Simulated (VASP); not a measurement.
Given:

```xyz
2
Lattice="3.2809 0.0000 0.0000 0.0000 3.2809 0.0000 0.0000 0.0000 3.2809" Properties=species:S:1:pos:R:3 pbc="T T T"
La     0.0000     0.0000     0.0000
C      1.6405     1.6405     1.6405
```

Computed with PBE GGA, VASP's PBE PAW potentials (set 64) (plane waves; VASP). Run with 520 eV cut-off, Gaussian smearing of 0.050 eV, potentials La C.

What does the run give for the band gap (along the path) with the smallest direct gap where there is one?

The band gap (along the path) is none (metal, semimetal or under 0.01 eV).

The absolute energy has meaning only against runs of the same code, potentials and settings.

The structure was generated: LaC was put into the CsCl type type (Pm-3m), which need not be its known phase. It was relaxed first, which changed the volume by -29 %. The electron count is odd and the run is not spin-polarised, which forces a metal.
